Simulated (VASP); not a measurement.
Data:

```
CuI
1.0
    0.00000     3.04503     3.04503
    3.04503     0.00000     3.04503
    3.04503     3.04503     0.00000
Cu I
1 1
Direct
  0.00000   0.00000   0.00000
  0.25000   0.25000   0.25000
```

Computed with AM05 GGA, VASP's PBE PAW potentials (set 64) (plane waves; VASP 6.6.1). Settings: 520 eV cut-off, 8×8×8 Γ-centred mesh, Gaussian smearing of 0.050 eV, potentials Cu I.

### Question
Give the stress tensor in GPa (positive for a compressed cell).

### Answer

```
-2.30   0.00   0.00
 0.00  -2.30   0.00
 0.00   0.00  -2.30
```
The pressure is its mean diagonal, -2.30 GPa.

The compound is CuI in the zinc blende structure. This cell is one point of a volume scan, at 1.06 of the reference volume.
